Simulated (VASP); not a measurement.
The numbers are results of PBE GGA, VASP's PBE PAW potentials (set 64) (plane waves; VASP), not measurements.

VASP input:

**KPOINTS**
```
k-points along high-symmetry lines
15
Line-mode
Reciprocal
  0.000000   0.000000   0.000000 ! GAMMA
 -0.500000  -0.500000   0.000000 ! X

 -0.500000  -0.500000   0.000000 ! X
 -0.375000  -0.375000   0.250000 ! U

 -0.375000  -0.000000   0.375000 ! K
  0.000000   0.000000   0.000000 ! GAMMA

  0.000000   0.000000   0.000000 ! GAMMA
 -0.000000  -0.000000   0.500000 ! L

 -0.000000  -0.000000   0.500000 ! L
 -0.500000  -0.250000   0.250000 ! W

 -0.500000  -0.250000   0.250000 ! W
 -0.500000  -0.500000   0.000000 ! X
```

### POSCAR
```
CuI
1
    0.0000000000     3.0403566484     3.0403566484
    3.0403566484    -0.0000000000     3.0403566484
    3.0403566484     3.0403566484     0.0000000000
Cu I
1 1
Direct
  1.0000000000   0.0000000000   0.0000000000
  0.2500000000   0.2500000000   0.2500000000
```

### INCAR
```
ALGO=Normal
EDIFF=1E-6
ENCUT=520
GGA=PE
ICHARG=11
ISMEAR=0
LASPH=.True.
LCHARG=.False.
LMAXMIX=4
LREAL=.False.
LWAVE=.False.
NELM=100
PREC=Accurate
SIGMA=0.05
SYSTEM=CuI
```

POTCAR, in this order: Cu I (PBE.64 set). Program: vasp_std. Read from the step before: CHGCAR.

Problem. What will the output report for the number of irreducible k-points (NKPTS), largest plane-wave count, number of space-group operations, FFT grid (NGX, NGY, NGZ)?

Solution. 
The number of irreducible k-points (NKPTS) comes out as 90 and the largest plane-wave count is 1540. The number of space-group operations is 24 and the FFT grid (NGX, NGY, NGZ) is 32 × 32 × 32.

The compound is CuI in the zinc blende structure. It was relaxed first.
